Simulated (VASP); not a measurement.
```
CaC6
1.0
    4.65086    -2.16625    -0.01181
    4.65086     2.16625    -0.01181
    3.65106     0.00000     3.60458
Ca C
1 6
Direct
  0.00000   0.00000   0.00000
  0.16681   0.83319   0.50000
  0.50000   0.16681   0.83319
  0.83319   0.50000   0.16681
  0.83319   0.16681   0.50000
  0.50000   0.83319   0.16681
  0.16681   0.50000   0.83319
```

All values below come from r2SCAN meta-GGA, VASP's PBE PAW potentials (set 64) (plane waves; VASP). Run with 520 eV cut-off, 10×10×10 Γ-centred mesh, tetrahedra with Blöchl corrections, potentials Ca_sv C.

**Question.** Give the energies of bands 13 to 20 at the high-symmetry points, in eV from the Fermi level.

**Answer.** 
| band | Γ | T | H2 | L | S0 | F |
|---|---|---|---|---|---|---|
| 13 | -4.51 | -4.50 | -7.65 | -7.93 | -7.36 | -7.92 |
| 14 | -4.51 | -4.50 | -6.97 | -7.50 | -7.10 | -7.65 |
| 15 | -2.57 | -2.84 | -6.34 | -7.10 | -6.90 | -7.37 |
| 16 | -2.57 | -2.84 | -6.16 | -4.43 | -6.24 | -4.81 |
| 17 | -1.99 | -1.83 | 1.33 | -1.51 | 1.57 | 0.02 |
| 18 | -1.99 | -1.83 | 1.42 | 2.39 | 1.61 | 1.55 |
| 19 | -1.08 | 0.78 | 2.65 | 2.40 | 2.28 | 2.68 |
| 20 | 3.31 | 2.80 | 3.14 | 2.83 | 2.79 | 3.35 |

It has no gap at this level: it comes out as a metal or semimetal.

The compound is CaC6 in the sg166 structure. It was relaxed first.
